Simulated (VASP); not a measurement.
Given:

```
Al
1.0
    2.82975     0.00000     0.00000
   -1.41487     2.45063     0.00000
    0.00000     0.00000     4.59660
Al
2
Direct
  0.66667   0.33333   0.75000
  0.33333   0.66667   0.25000
```

Method: r2SCAN meta-GGA, VASP's PBE PAW potentials (set 64) (plane waves; VASP 6.6.1). Settings: 400 eV cut-off, 17×17×9 Γ-centred mesh, tetrahedra with Blöchl corrections, potentials Al.

### Question
What does the run give for the energy per atom (σ→0), band gap (over mesh and band path) with the smallest direct gap where there is one?

### Answer

```yaml
band gap (over mesh and band path): none (metal, semimetal or under 0.01 eV)
energy per atom (σ→0): -6.699 eV/atom
```

The structure comes from a computed database's Al entry (P6_3/mmc); how it stands against other phases isn't given here. It was relaxed first.
